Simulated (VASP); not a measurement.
Crystal: NaLaMnMoO6.

```
CELL_PARAMETERS angstrom
-2.72294 2.72294 3.89889
2.72294 -2.72294 3.89889
2.72294 2.72294 -3.89889
ATOMIC_POSITIONS crystal
Na 0.25000 0.75000 0.50000
La 0.75000 0.25000 0.50000
Mn 0.50000 0.50000 0.00000
Mo 0.00000 0.00000 0.00000
O 0.20766 0.29607 0.50371
O 0.29605 0.79234 0.08841
O 0.79236 0.70395 0.49629
O 0.70393 0.20764 0.91159
O 0.25194 0.25194 0.00000
O 0.74806 0.74806 0.00000
```

The cell was built by a generator and needn't be a form met in nature.

* Program: VASP 6.6.1
* Task: relaxation of cell and atoms
* Functional: PBE
* Dispersion: D2
* Potentials or basis: VASP PAW PBE potentials, release 64 (Na_pv, La, Mn_pv, Mo_sv, O)
* Cutoff: 600 eV
* k mesh: 7 × 7 × 7
* Occupations: fermi-dirac, width 0.05 eV
* Spin: collinear spin, ferromagnetic start
* Starting moments: [0.0, 0.0, 4.0, 1.0, 0.0, 0.0, 0.0, 0.0, 0.0, 0.0] μB

At the start: pressure -3.7 GPa; volume 11.56 Å³/atom.

Problem. How do energy, volume and symmetry change on relaxing?

Solution. Over 16 steps the energy falls by 3.6 meV/atom and the volume is 11.32 Å³/atom (-2.1 %); space group I-4 (No. 82, to 0.05 Å); moment 1.87 μB per cell.

The path:
```tsv
step	energy change (eV)	largest force (eV/Å)	pressure (GPa)	volume (Å³)
1	0.0000	0.1399	-3.70	115.63
2	-0.0021	0.4644	3.58	111.22
3	-0.0285	0.1576	-0.05	113.36
4	-0.0327	0.0522	0.03	113.02
5	-0.0329	0.0540	0.05	112.93
6	-0.0335	0.0414	0.05	112.96
7	-0.0339	0.0415	0.03	112.99
8	-0.0341	0.0811	0.00	113.06
9	-0.0344	0.0735	0.00	113.08
10	-0.0351	0.0512	-0.02	113.14
11	-0.0354	0.0361	-0.06	113.25
12	-0.0354	0.0295	-0.04	113.21
13	-0.0354	0.0307	-0.04	113.22
14	-0.0356	0.0245	0.00	113.19
15	-0.0357	0.0214	0.08	113.13
16	-0.0357	0.0100	-0.05	113.19
```

Final structure:
```
CELL_PARAMETERS angstrom
-2.69431 2.69431 3.89798
2.69431 -2.69431 3.89798
2.69431 2.69431 -3.89798
ATOMIC_POSITIONS crystal
Na 0.25000 0.75000 0.50000
La 0.75000 0.25000 0.50000
Mn 0.50000 0.50000 0.00000
Mo 0.00000 0.00000 0.00000
O 0.20355 0.29909 0.50453
O 0.30097 0.79645 0.09554
O 0.79457 0.69903 0.49547
O 0.70091 0.20543 0.90446
O 0.25164 0.25164 0.00000
O 0.74836 0.74836 0.00000
```

Caveat: atom-pairwise D2, TS and ULG terms overbind metals; a cell with one magnetic atom can't hold antiferromagnetic order, which such compounds often take; pairwise dispersion overbinds metals, which lowers pressure and volume.
